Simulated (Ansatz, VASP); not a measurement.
# Hf2NbF in VASP and in Ansatz

File INCAR:

```
SYSTEM = Hf2NbF
PREC = Accurate
ENCUT = 520
EDIFF = 1E-6
ISMEAR = 0
SIGMA = 0.1
LREAL = .False.
LASPH = .True.
NELM = 100
ALGO = Normal
ISIF = 2
LWAVE = .False.
LCHARG = .False.
GGA = PE
NBANDS = 28
```

File KPOINTS:

```
Automatic mesh
0
Gamma
  6 6 6
  0 0 0
```

Contents of POSCAR:

```
Hf2NbF
1.0
    2.4776452900      1.4304691800      3.6771956000
   -2.4776452900      1.4304691800      3.6771956000
    0.0000000000     -2.8609383500      3.6771956000
Hf Nb F
2 1 1
Direct
    0.8568568400      0.8568568400      0.8568568400
    0.1431431600      0.1431431600      0.1431431600
    0.5000000000      0.5000000000      0.5000000000
    0.0000000000      0.0000000000      0.0000000000
```

Input for Ansatz:

```yaml
crystal:
  lattice:
    - [2.47764529, 1.43046918, 3.6771956]
    - [-2.47764529, 1.43046918, 3.6771956]
    - [0.0, -2.86093835, 3.6771956]
  atoms:
    - { symbol: Hf, position: [0.85685684, 0.85685684, 0.85685684] }
    - { symbol: Hf, position: [0.14314316, 0.14314316, 0.14314316] }
    - { symbol: Nb, position: [0.5, 0.5, 0.5] }
    - { symbol: F, position: [0.0, 0.0, 0.0] }
basis:
  ecutwfc: 420
kpoints:
  mp_grid: { grid: [6, 6, 6] }
hamiltonian:
  xc: pbe
scf:
  occupations: { method: gaussian, width: 0.1 }
  lower_state_search: "off"
output:
  forces: true
  stress: true
  eigenvalues: true
```

Alike in both runs: task single point; functional PBE; k mesh 6 × 6 × 6; occupations gaussian, width 0.1 eV; no spin polarisation.

```csv
,VASP,Ansatz
version,VASP 6.6.1,Ansatz 0.2.0
potentials or method,"VASP PAW PBE potentials, release 64 (Hf_pv, Nb_sv, F)","scalar-relativistic, plane waves, PAW"
plane-wave cutoff (eV),520,420
valence electrons in the cell,40,72
```

|  | VASP | Ansatz | Ansatz less VASP |
| --- | --- | --- | --- |
| gap on the k mesh at the Fermi level (eV) | none | none | - |
| rms of the force components (eV/Å) | 9.560 | 9.403 | -0.1579 |

Atom by atom the forces differ by 0.158 eV/Å (rms over components). A gap of «none» marks a metal or a gap that the smearing closes. With one functional, cell and mesh, what is left measures potentials, basis and numerics. The two sets of potentials don't hold the same shells in valence.

Caveats: forces of over 1 eV/Å show positions far from the minimum, so gaps and moduli don't describe the material at rest. The runs have no spin-orbit coupling, so splittings on Hf are missing.
